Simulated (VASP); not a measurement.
An input for Quantum ESPRESSO's pw.x (written as the equivalent of a VASP run, and not itself run):

```
&CONTROL
  calculation = 'scf'
  pseudo_dir = './pseudo'
  outdir = './out'
  tprnfor = .true.
  tstress = .true.
/
&SYSTEM
  ibrav = 0
  nat = 2
  ntyp = 2
  ecutwfc = 66
  occupations = 'smearing'
  smearing = 'methfessel-paxton'
  degauss = 0.00735
  input_dft = 'vdw-df2-b86r'
/
&ELECTRONS
  conv_thr = 7.3e-09
  electron_maxstep = 100
/
ATOMIC_SPECIES
  Hg 200.592 Hg.upf
  S 32.060 S.upf
CELL_PARAMETERS angstrom
     0.0000000    2.9777079    2.9777079
     2.9777079    0.0000000    2.9777079
     2.9777079    2.9777079    0.0000000
ATOMIC_POSITIONS crystal
  Hg   0.0000000  0.0000000  0.0000000
  S    0.2500000  0.2500000  0.2500000
K_POINTS automatic
  11 11 11 0 0 0
```

Translate this input to VASP (INCAR, KPOINTS, POSCAR, choice of POTCAR).

Several could match; the one computed here: 
INCAR:
```
! general
SYSTEM   = HgS
PREC     = Accurate
ENCUT    = 520   ! plane-wave cut-off (eV)
LREAL    = .FALSE.
LASPH    = .TRUE.   ! aspherical one-centre terms

! electronic loop
EDIFF    = 1E-7
NELM     = 100
ALGO     = Normal   ! blocked Davidson
LMAXMIX  = 6   ! l cut-off of mixed one-centre charges

! smearing
ISMEAR   = 1   ! Methfessel-Paxton
SIGMA    = 0.1

! functional
GGA      = MK
LUSE_VDW = .TRUE.
AGGAC    = 0.0
PARAM1   = 0.1234568
PARAM2   = 0.7114
ZAB_VDW  = -1.8867

! ions
ISIF     = 2

! output
LWAVE    = .FALSE.
LCHARG   = .FALSE.
```

### POSCAR
```
HgS
1.0
  0.0000000000   2.9777078819   2.9777078819
  2.9777078819   0.0000000000   2.9777078819
  2.9777078819   2.9777078819   0.0000000000
Hg S
1 1
Cartesian
  0.0000000000   0.0000000000   0.0000000000
  1.4888539409   1.4888539409   1.4888539409
```

**KPOINTS**
```
Automatic mesh
0
Gamma
11 11 11
0 0 0
```

POTCAR, in this order: Hg S (PBE.64 set). Program: vasp_std.

Limits of the translation: the potentials are each code's own (VASP's PAW set, PseudoDojo norm-conserving files in pw.x), so ENCUT and ecutwfc are chosen apart and not converted; conv_thr bounds pw.x's estimated SCF error, while EDIFF bounds the energy change between steps.

The compound is HgS in the zinc blende structure, metacinnabar; cinnabar is the stable form. It was relaxed first, which changed the volume by +6 %.
